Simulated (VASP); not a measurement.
Here is the system:

```
CELL_PARAMETERS angstrom
      2.35771     0.00000     0.00000
      0.00000     2.35771     0.00000
      0.00000     0.00000     2.35771
ATOMIC_POSITIONS crystal
  Cu 0.00000 0.00000 0.00000
```

The numbers are results of PBEsol GGA, VASP's PBE PAW potentials (set 64) (plane waves; VASP 6.6.1), not measurements. Settings: 400 eV cut-off, Gaussian smearing of 0.050 eV, potentials Cu.

Task: Give the energies of bands 1 to 7 at the high-symmetry points, in eV from the Fermi level.

Result: 
```json
[
 {"band": "1", "Γ": "-8.43", "X": "-4.47", "M": "-4.43", "R": "-3.68"},
 {"band": "2", "Γ": "-4.03", "X": "-3.68", "M": "-3.43", "R": "-3.68"},
 {"band": "3", "Γ": "-4.03", "X": "-2.14", "M": "-1.97", "R": "-3.68"},
 {"band": "4", "Γ": "-1.30", "X": "-2.14", "M": "-1.97", "R": "-0.68"},
 {"band": "5", "Γ": "-1.30", "X": "-1.52", "M": "-0.72", "R": "-0.68"},
 {"band": "6", "Γ": "-1.30", "X": "-1.22", "M": "4.35", "R": "10.42"},
 {"band": "7", "Γ": "18.17", "X": "2.20", "M": "4.35", "R": "10.42"}
]
```

It has no gap at this level: it comes out as a metal or semimetal.

The structure was generated: Cu was put into the simple-cubic type (Pm-3m), which need not be its known phase. It was relaxed first.
